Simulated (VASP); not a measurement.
**Cd$_{4}$SSe$_{3}$ (ordered alloy cell): computed properties**

These are PBEsol GGA, VASP's PBE PAW potentials (set 64) (plane waves; VASP) values and carry that method's errors.

```json
{
  "space_group": "Amm2 (38)",
  "cell": "a = 4.2565 Å, b = 8.5135 Å, c = 12.0266 Å, α = β = γ = 90.00°",
  "volume_per_atom": "27.24 Å³/atom",
  "band gap (over mesh and band path)": "0.54 eV",
  "smallest direct gap (over mesh and band path)": "0.54 eV",
  "band_edge_character": "direct, Γ to Γ",
  "density": "5.48 g/cm³"
}
```

```yaml
crystal:
  lattice:
    - [-0.00018, 6.01979, 6.01331]
    - [6.01979, -0.00018, 6.01331]
    - [3.00981, 3.00981, 0.00000]
  atoms:
    - { symbol: Cd, position: [0.99962, 0.99962, 0.00076] }
    - { symbol: Cd, position: [0.98986, 0.50395, 0.00620] }
    - { symbol: Cd, position: [0.50395, 0.98986, 0.00620] }
    - { symbol: Cd, position: [0.50654, 0.50654, 0.98691] }
    - { symbol: Se, position: [0.12593, 0.12593, 0.24813] }
    - { symbol: Se, position: [0.12663, 0.62320, 0.25016] }
    - { symbol: Se, position: [0.62320, 0.12663, 0.25016] }
    - { symbol: S, position: [0.62426, 0.62426, 0.25147] }
```

The structure was generated: Cd4SSe3 was put into an ordered model structure (Amm2), which need not be its known phase. It was relaxed first. Symmetry was kept, so distortions that lower it aren't found.
